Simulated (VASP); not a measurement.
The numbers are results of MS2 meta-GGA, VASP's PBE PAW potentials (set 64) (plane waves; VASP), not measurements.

Input for VASP

**POSCAR**
```
HgTe
1
    0.0000000000     3.2300000000     3.2300000000
    3.2300000000     0.0000000000     3.2300000000
    3.2300000000     3.2300000000     0.0000000000
Hg Te
1 1
Direct
  0.0000000000   0.0000000000   0.0000000000
  0.2500000000   0.2500000000   0.2500000000
```

KPOINTS:
```
K-points
0
Gamma
  7 7 7
```

**INCAR**
```
# general
SYSTEM  = HgTe
PREC    = Accurate
ENCUT   = 520   # plane-wave cut-off (eV)
LREAL   = .False.
LASPH   = .True.   # aspherical one-centre terms

# electronic loop
EDIFF   = 1E-6
NELM    = 100
ALGO    = Normal   # blocked Davidson
LMAXMIX = 6   # l cut-off of mixed one-centre charges
LMIXTAU = .True.

# smearing
ISMEAR  = 0   # Gaussian
SIGMA   = 0.05

# functional
METAGGA = MS2

# ions
IBRION  = 2
NSW     = 60   # most ionic steps
ISIF    = 3
EDIFFG  = -0.01   # ionic stop

# output
LWAVE   = .False.
LCHARG  = .False.
```

POTCAR, in this order: Hg Te (PBE.64 set). Program: vasp_std.

What VASP printed:

OSZICAR:
```
       N       E                     dE             d eps       ncg     rms          rms(c)
DAV:   1     0.118660193100E+03    0.11866E+03   -0.79863E+03   520   0.118E+03
DAV:   2     0.889559228265E+01   -0.10976E+03   -0.10229E+03   565   0.254E+02
DAV:   3     0.419748356495E+01   -0.46981E+01   -0.46718E+01   615   0.590E+01
DAV:   4     0.415879135545E+01   -0.38692E-01   -0.38685E-01   690   0.511E+00
DAV:   5     0.415857052187E+01   -0.22083E-03   -0.22083E-03   638   0.310E-01    0.186E+01
DAV:   6     0.204377014875E+02    0.16279E+02   -0.23162E+01   520   0.735E+01    0.687E+00
DAV:   7     0.197008705726E+02   -0.73683E+00   -0.83199E-01   520   0.941E+00    0.513E+00
DAV:   8     0.197948761803E+02    0.94006E-01   -0.33732E+00   520   0.250E+01    0.503E+00
DAV:   9     0.198936514043E+02    0.98775E-01   -0.13788E+00   520   0.173E+01    0.119E+00
DAV:  10     0.200026119989E+02    0.10896E+00   -0.74436E-02   520   0.361E+00    0.140E+00
DAV:  11     0.198950768785E+02   -0.10754E+00   -0.52250E-02   520   0.314E+00    0.497E-01
DAV:  12     0.198937561373E+02   -0.13207E-02   -0.18114E-03   620   0.499E-01    0.358E-01
DAV:  13     0.198931830798E+02   -0.57306E-03   -0.75595E-04   520   0.365E-01    0.184E-01
DAV:  14     0.198934303674E+02    0.24729E-03   -0.59433E-04   520   0.325E-01    0.646E-02
DAV:  15     0.198930055475E+02   -0.42482E-03   -0.44536E-04   520   0.304E-01    0.205E-02
DAV:  16     0.198929716915E+02   -0.33856E-04   -0.31484E-05   550   0.694E-02    0.128E-02
DAV:  17     0.198929311724E+02   -0.40519E-04   -0.67697E-06   520   0.349E-02    0.142E-02
DAV:  18     0.198929289274E+02   -0.22450E-05   -0.36396E-06   545   0.288E-02    0.185E-03
DAV:  19     0.198929271555E+02   -0.17719E-05   -0.74878E-07   343   0.978E-03    0.710E-04
DAV:  20     0.198929276445E+02    0.48898E-06   -0.80247E-08   260   0.284E-03
   1 F= 0.19892928E+02 E0= 0.19893040E+02  d E =0.198929E+02
       N       E                     dE             d eps       ncg     rms          rms(c)
DAV:   1     0.197945227562E+02   -0.98404E-01   -0.21702E+00   560   0.183E+01    0.274E+00
DAV:   2     0.198753500804E+02    0.80827E-01   -0.18899E-01   545   0.666E+00    0.917E-01
DAV:   3     0.198878856811E+02    0.12536E-01   -0.39885E-02   555   0.226E+00    0.102E+00
DAV:   4     0.198913706166E+02    0.34849E-02   -0.15179E-02   525   0.179E+00    0.279E-01
DAV:   5     0.198905455809E+02   -0.82504E-03   -0.19036E-02   520   0.200E+00    0.260E-01
DAV:   6     0.198899827073E+02   -0.56287E-03   -0.43760E-03   520   0.101E+00    0.776E-02
DAV:   7     0.198897665064E+02   -0.21620E-03   -0.74134E-04   520   0.414E-01    0.376E-02
DAV:   8     0.198897477149E+02   -0.18791E-04   -0.88705E-05   550   0.141E-01    0.129E-02
DAV:   9     0.198897385617E+02   -0.91532E-05   -0.18061E-05   555   0.595E-02    0.620E-03
DAV:  10     0.198897277919E+02   -0.10770E-04   -0.28941E-06   530   0.239E-02    0.217E-03
DAV:  11     0.198897281448E+02    0.35290E-06   -0.56598E-07   260   0.114E-02
   2 F= 0.19889728E+02 E0= 0.19889841E+02  d E =-.319950E-02
       N       E                     dE             d eps       ncg     rms          rms(c)
DAV:   1     0.198819652694E+02   -0.77625E-02   -0.16050E-01   560   0.494E+00    0.698E-01
DAV:   2     0.198883247325E+02    0.63595E-02   -0.16018E-02   540   0.199E+00    0.234E-01
DAV:   3     0.198891526159E+02    0.82788E-03   -0.28273E-03   550   0.579E-01    0.254E-01
DAV:   4     0.198893619545E+02    0.20934E-03   -0.11290E-03   525   0.492E-01    0.799E-02
DAV:   5     0.198893488917E+02   -0.13063E-04   -0.16650E-03   520   0.608E-01    0.966E-02
DAV:   6     0.198892634639E+02   -0.85428E-04   -0.36854E-04   520   0.295E-01    0.111E-02
DAV:   7     0.198892577805E+02   -0.56834E-05   -0.39508E-05   530   0.975E-02    0.239E-02
DAV:   8     0.198892568070E+02   -0.97343E-06   -0.13931E-05   530   0.569E-02    0.332E-03
DAV:   9     0.198892522209E+02   -0.45862E-05   -0.25126E-06   448   0.225E-02    0.925E-04
DAV:  10     0.198892529622E+02    0.74132E-06   -0.29541E-07   260   0.649E-03
   3 F= 0.19889253E+02 E0= 0.19889365E+02  d E =-.367468E-02
```

OUTCAR:
```
------------------------ aborting loop because EDIFF is reached ----------------------------------------
  FORCE on cell =-STRESS in cart. coord.  units (eV):
  Direction    XX          YY          ZZ          XY          YZ          ZX
  --------------------------------------------------------------------------------------
  Total       -0.0005663     -0.0005663     -0.0005663     -0.0000000      0.0000000      0.0000000
  in kB       -0.0131980     -0.0131980     -0.0131980     -0.0000000      0.0000000      0.0000000
  external PRESSURE =      -0.0131980 kB  Pullay stress =       0.0000000 kB
  volume of cell :       68.74
      direct lattice vectors                 reciprocal lattice vectors
     0.000000000  3.251366416  3.251366416    -0.153781499  0.153781499  0.153781499
     3.251366416 -0.000000000  3.251366416     0.153781499 -0.153781499  0.153781499
     3.251366416  3.251366416 -0.000000000     0.153781499  0.153781499 -0.153781499
 POSITION                                       TOTAL-FORCE (eV/Angst)
 -----------------------------------------------------------------------------------
      0.00000      0.00000      0.00000        -0.000000     -0.000000     -0.000000
      1.62568      1.62568      1.62568         0.000000      0.000000      0.000000
 -----------------------------------------------------------------------------------
    total drift:                                0.000002      0.000002      0.000002
  FREE ENERGIE OF THE ION-ELECTRON SYSTEM (eV)
  ---------------------------------------------------
  free  energy   TOTEN  =        19.8892529622 eV

  energy  without entropy=       19.8894778344  energy(sigma->0) =       19.88936540

 reached required accuracy - stopping structural energy minimisation
```
(Selected blocks of OUTCAR.)

**CONTCAR**
```
HgTe
   1.00000000000000
     0.0000000000000000    3.2513664156280009    3.2513664156280009
     3.2513664156280009   -0.0000000000000000    3.2513664156280009
     3.2513664156280009    3.2513664156280009   -0.0000000000000000
  Hg              Te
     1     1
Direct
     0.0000000000000000    0.0000000000000000    0.0000000000000000
     0.2500000000000000    0.2500000000000000    0.2500000000000000
```

The compound is HgTe in the zinc blende structure. This run relaxes it. Symmetry was kept, so distortions that lower it aren't found.
